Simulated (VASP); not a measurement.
A convergence study with VASP on YB₂ (space group P6/mmm): one setting is varied, all else stays as given below, so the limit is that of these other settings. Each run relaxes cell and ions from the cell shown.

```
CELL_PARAMETERS angstrom
      3.30084     0.00000     0.00000
     -1.65042     2.85861     0.00000
      0.00000     0.00000     3.86250
ATOMIC_POSITIONS crystal
  Y  0.00000 0.00000 0.00000
  B  0.33333 0.66667 0.50000
  B  0.66667 0.33333 0.50000
```

Method: PBEsol GGA, VASP's PBE PAW potentials (set 64) (plane waves; VASP). The tightest run used: 700 eV cut-off, 15×15×11 Γ-centred mesh, first-order Methfessel-Paxton smearing of 0.10 eV, potentials Y_sv B.

The settings run are 2×2×2 mesh; 3×3×2 mesh; 4×4×3 mesh; 5×5×4 mesh; 6×6×4 mesh; 7×7×5 mesh; 8×8×6 mesh; 9×9×7 mesh; 10×10×8 mesh; 11×11×8 mesh; 12×12×9 mesh; 13×13×10 mesh; 14×14×10 mesh; 15×15×11 mesh. From which on does the relaxed volume stay within 0.05 Å³/atom of the tightest run?

From 4×4×3 mesh on: it is off by 0.020 there and by no more than 0.05 in any finer run, while 3×3×2 mesh is off by 0.130.
```csv
setting,relaxed volume (Å³/atom),E (eV/atom),irreducible k-points,difference judged (Å³/atom)
2×2×2 mesh,11.199,-7.5073,4,0.622
3×3×2 mesh,11.691,-7.5103,6,0.130
4×4×3 mesh,11.841,-7.5829,8,0.020
5×5×4 mesh,11.809,-7.6113,15,0.012
6×6×4 mesh,11.801,-7.6043,21,0.020
7×7×5 mesh,11.829,-7.5964,24,0.008
8×8×6 mesh,11.820,-7.6013,40,0.001
9×9×7 mesh,11.825,-7.5993,48,0.004
10×10×8 mesh,11.824,-7.5989,70,0.003
11×11×8 mesh,11.828,-7.5977,80,0.007
12×12×9 mesh,11.831,-7.5987,95,0.010
13×13×10 mesh,11.824,-7.5982,126,0.003
14×14×10 mesh,11.830,-7.5976,144,0.009
15×15×11 mesh,11.821,-7.5982,162,0.000
```

Left out are rungs that failed or repeat a setting and relaxations that didn't move; long series are thinned to 24 rows.

The structure comes from a computed database's YB2 entry (P6/mmm); how it stands against other phases isn't given here. The electron count is odd and the run is not spin-polarised, which forces a metal.
